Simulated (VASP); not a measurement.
Given:

```
Be4Se3Te
1.0
    5.25496     0.00000     0.00000
    0.00000     5.25496     0.00000
    0.00000     0.00000     5.25496
Be Te Se
4 1 3
Direct
  0.98979   0.98979   0.98979
  0.51021   0.51021   0.98979
  0.51021   0.98979   0.51021
  0.98979   0.51021   0.51021
  0.25000   0.25000   0.25000
  0.75000   0.75000   0.25000
  0.75000   0.25000   0.75000
  0.25000   0.75000   0.75000
```

Computed with PBEsol GGA, VASP's PBE PAW potentials (set 64) (plane waves; VASP). Numerical set-up: 400 eV cut-off, Gaussian smearing of 0.050 eV, potentials Be Te Se.

Unless said otherwise, spin-orbit coupling is left out, though it shifts the bands of the heavy elements here.

Question: Give the energies of bands 7 to 20 at the high-symmetry points, in eV from the valence-band maximum.

Answer: 
```
band      Γ      X      M      R
----  -----  -----  -----  -----
7     -5.28  -3.98  -4.57  -5.80
8     -2.96  -3.98  -4.39  -5.80
9     -2.96  -3.69  -3.62  -1.73
10    -2.96  -3.52  -3.40  -1.73
11    -2.72  -2.98  -3.40  -1.47
12    -2.72  -2.85  -2.83  -1.47
13    -2.72  -2.12  -1.80  -1.47
14     0.00  -2.12  -1.52  -0.59
15     0.00  -1.40  -0.90  -0.59
16     0.00  -1.40  -0.90  -0.59
17     1.85   3.06   4.33   3.53
18     2.23   3.40   4.33   3.53
19     2.23   4.97   4.37   3.53
20     3.58   5.25   5.04   4.74
```

The gap is direct, 1.85 eV, from the valence maximum at Γ to the conduction minimum at Γ.

The structure was generated: Be4Se3Te was put into an ordered model structure (P-43m), which need not be its known phase. It was relaxed first.
